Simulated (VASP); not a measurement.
Ta: band structure with PBEsol

Ta:

```
Ta
1.0
    -1.64169    1.64169    1.64169
     1.64169   -1.64169    1.64169
     1.64169    1.64169   -1.64169
Ta
1
Direct
  0.00000 0.00000 0.00000
```

```json
{
  "Program": "VASP 6.6.1",
  "Task": "band structure",
  "Functional": "PBEsol",
  "Potentials or basis": "VASP PAW PBE potentials, release 64 (Ta_pv)",
  "Cutoff": "520 eV",
  "k mesh": "16 × 16 × 16",
  "Occupations": "methfessel-paxton, width 0.1 eV",
  "Spin": "no spin polarisation",
  "Further INCAR settings": "ALGO = Fast; EDIFF = 1e-06; NBANDS = 12"
}
```

```yaml
Pressure: 0.0 GPa
Band_gap_along_the_path: none (metal or under the smearing width)
```

Levels at the corners of the path, in eV from the Fermi level:
| point | band 3 | band 4 | band 5 | band 6 | band 7 | band 8 |
| --- | --- | --- | --- | --- | --- | --- |
| Γ | -32.93 | -7.97 | 0.74 | 0.74 | 0.74 | 4.08 |
| H | -33.80 | -3.89 | -3.89 | 7.01 | 7.01 | 7.01 |
| H | -33.80 | -3.89 | -3.89 | 7.01 | 7.01 | 7.01 |
| N | -32.94 | -4.44 | -1.58 | 1.72 | 3.97 | 5.02 |
| N | -32.94 | -4.44 | -1.58 | 1.72 | 3.97 | 5.02 |
| Γ | -32.93 | -7.97 | 0.74 | 0.74 | 0.74 | 4.08 |
| Γ | -32.93 | -7.97 | 0.74 | 0.74 | 0.74 | 4.08 |
| P | -33.57 | -1.21 | -1.21 | -1.21 | 5.20 | 5.20 |
| P | -33.57 | -1.21 | -1.21 | -1.21 | 5.20 | 5.20 |
| H | -33.80 | -3.89 | -3.89 | 7.01 | 7.01 | 7.01 |
| P | -33.57 | -1.21 | -1.21 | -1.21 | 5.20 | 5.20 |
| N | -32.94 | -4.44 | -1.58 | 1.72 | 3.97 | 5.02 |

Core levels (eV, on the scale of the bands):
```
atom                                                                                                                          levels
1 Ta  1s -67331.5, 2s -11557.2, 2p -10124.4, 3s -2638.7, 3p -2212.8, 3d -1716.5, 4s -528.8, 4p -389.1, 4d -210.5, 4f -13.2, 5s -61.4
```

Wall time 12 s on 1 thread of Intel(R) Xeon(R) 6975P-C (Granite Rapids), with other jobs on the host, peak memory 0.17 GiB.

Caveat: the PAW data sets were made with another functional, which shifts forces and pressure a little; spin-orbit coupling is left out, which moves the levels of the heavy elements.
